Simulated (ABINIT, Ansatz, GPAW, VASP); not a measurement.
ScIn3 (Pm-3m, 4 atoms in the cell) computed with different codes at matched settings

Self-consistent single point, at a second geometry (lattice scaled by 0.98). First geometry:

```
ScIn3
1.0
    4.49569     0.00000     0.00000
    0.00000     4.49569     0.00000
    0.00000     0.00000     4.49569
Sc In
1 3
Cartesian
  0.00000   0.00000   0.00000
  0.00000   2.24784   2.24784
  2.24784   0.00000   2.24784
  2.24784   2.24784   0.00000
```

Shared settings, as Ansatz (a first-principles code) writes them: kpoints.mp_grid.grid = 6 6 6; scf.occupations.method = fermi_dirac; scf.occupations.width = 0.0073 Ry. Potentials and cutoffs stand in the table.

| code | model | ΔF from the first geometry (meV/atom) | pressure (GPa) | cutoff |
|---|---|---|---|---|
| GPAW | PBEsol, GPAW PAW datasets PBEsol (made by gpaw-setup) | -1.2 | 1.95 | 800 eV |
| VASP | PBEsol, VASP's PBE PAW potentials (set 64) | 2.8 | 1.83 | 300 eV |
| ABINIT | PBEsol, norm-conserving pseudopotentials (PseudoDojo nc-sr-04 PBEsol standard) | 2.7 | 2.46 | 1061 eV |
| Ansatz | PBEsol, PAW files made with PBE | 1.8 | 2.35 | default |

For VASP (by 0.6 GPa) the energy change implies a higher mean pressure, against the two pressures, than for the other programs: a sign of finite-basis (Pulay) stress.

The spread over the programs that give each value: ΔF from the first geometry within 4.0 meV/atom; pressure within 0.63 GPa.

Ansatz's pressure is given at a fixed set of plane waves, as the other plane-wave codes print theirs.

VASP's run is marked for a possible Pulay error in its stress at this cutoff; no cutoff test was made.

The starting cell comes from a database of computed structures (which also holds hypothetical and non-ambient phases and stackings), without a prior relaxation at this level. For this run, on top of that: lattice scaled by 0.98.

Left out of this page: Quantum ESPRESSO, CP2K, Elk, FLEUR and SIESTA (not drawn, or without a comparable value).

Keys are those of Ansatz 0.2.
